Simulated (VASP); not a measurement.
An input for Ansatz (written as the equivalent of a VASP run, and not itself run):

Ansatz 0.2 input:
```yaml
crystal:
  lattice:
    - [0.0000000, 2.1143950, 2.1143950]
    - [2.1143950, 0.0000000, 2.1143950]
    - [2.1143950, 2.1143950, 0.0000000]
  atoms:
    - { symbol: C, position: [0.0000000, 0.0000000, 0.0000000] }
    - { symbol: Rh, position: [0.5000000, 0.5000000, 0.5000000] }
kpoints:
  mp_grid: { grid: [9, 9, 9] }
hamiltonian:
  xc: pbesol
  pseudopotentials: { kind: paw }
scf:
  occupations: { method: fermi_dirac, width: 0.1 }
  max_iter: 100
output: { forces: true, stress: true, eigenvalues: true }
```

Q: Write the VASP files for the same calculation (PBEsol).

A: One answer among several that fit: 
File POSCAR:
```
RhC
1
    0.0000000000     2.1143950000     2.1143950000
    2.1143950000     0.0000000000     2.1143950000
    2.1143950000     2.1143950000     0.0000000000
C Rh
1 1
Direct
  0.0000000000   0.0000000000   0.0000000000
  0.5000000000   0.5000000000   0.5000000000
```

**INCAR**
```
SYSTEM  =  RhC
PREC  =  Accurate; ENCUT  =  400; LREAL  =  .FALSE.
LASPH  =  .TRUE.
EDIFF  =  1E-6; NELM  =  100; ALGO  =  Normal
LMAXMIX  =  4
ISMEAR  =  -1; SIGMA  =  0.1
GGA  =  PS
ISIF  =  2
LWAVE  =  .FALSE.; LCHARG  =  .FALSE.
```

KPOINTS:
```
Automatic mesh
0
Gamma
9 9 9
0 0 0
```

POTCAR, in this order: C Rh_pv (PBE.64 set). Program: vasp_std.

What does not carry over: each code has its own PAW files, so the cut-off isn't converted (ENCUT is set for VASP's; basis.ecutwfc is left out, and Ansatz then takes the one that its files recommend); Ansatz stops its SCF on the density residual and VASP on the energy change (EDIFF).

The structure was generated: RhC was put into an ordered model structure, which need not be its known phase. The cell was not relaxed at this level. The run is one of a series of settings (GGA = PS against the base run), some of them coarse on purpose.
